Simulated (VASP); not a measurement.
An input for Ansatz (written as the equivalent of a VASP run, and not itself run):

Ansatz 0.2 input:
```yaml
crystal:
  lattice:
    - [3.2635230, 0.0000000, 0.0000000]
    - [-1.6317615, 2.8262937, 0.0000000]
    - [0.0000000, 0.0000000, 5.1417304]
  atoms:
    - { symbol: Mg, position: [0.3333330, 0.6666670, 0.4966509] }
    - { symbol: Zn, position: [0.6666670, 0.3333330, 0.0034945] }
    - { symbol: O, position: [0.3333330, 0.6666670, 0.8832197] }
    - { symbol: O, position: [0.6666670, 0.3333330, 0.3886249] }
kpoints:
  mp_grid: { grid: [9, 9, 5] }
hamiltonian:
  xc: pbesol
  pseudopotentials: { kind: paw }
scf:
  occupations: { method: tetrahedron }
  max_iter: 100
output: { forces: true, stress: true, eigenvalues: true }
```

Write the VASP files for the same calculation (PBEsol).

Several could match; the one computed here: 
### POSCAR
```
MgZnO2
1
    3.2635230304     0.0000000000     0.0000000000
   -1.6317615152     2.8262936796     0.0000000000
    0.0000000000     0.0000000000     5.1417304228
Mg Zn O
1 1 2
Direct
  0.3333330000   0.6666670000   0.4966508968
  0.6666670000   0.3333330000   0.0034945372
  0.3333330000   0.6666670000   0.8832196862
  0.6666670000   0.3333330000   0.3886248798
```

### INCAR
```
! general
SYSTEM  = MgZnO2
PREC    = Accurate
ENCUT   = 520   ! plane-wave cut-off (eV)
LREAL   = .FALSE.
LASPH   = .TRUE.   ! aspherical one-centre terms

! electronic loop
EDIFF   = 1E-7   ! SCF stop (eV)
NELM    = 100   ! most electronic steps
ALGO    = Normal   ! blocked Davidson
LMAXMIX = 4   ! l cut-off of mixed one-centre charges

! smearing
ISMEAR  = -5   ! tetrahedra, Bloechl

! functional
GGA     = PS   ! PBEsol

! ions
ISIF    = 2   ! forces and stress, cell fixed

! output
LWAVE   = .FALSE.
LCHARG  = .TRUE.
LORBIT  = 11   ! lm-projected
NEDOS   = 601

! other
LEFG    = .TRUE.
```

**KPOINTS**
```
Automatic mesh
0
Gamma
9 9 5
0 0 0
```

POTCAR, in this order: Mg Zn O (PBE.64 set). Program: vasp_std.

Limits of the translation: each code has its own PAW files, so the cut-off isn't converted (ENCUT is set for VASP's; basis.ecutwfc is left out, and Ansatz then takes the one that its files recommend); Ansatz stops its SCF on the density residual and VASP on the energy change (EDIFF); the field gradients of LEFG aren't asked of the other code.

The structure comes from a computed database's MgZnO2 entry (P3m1); how it stands against other phases isn't given here. It was relaxed first.
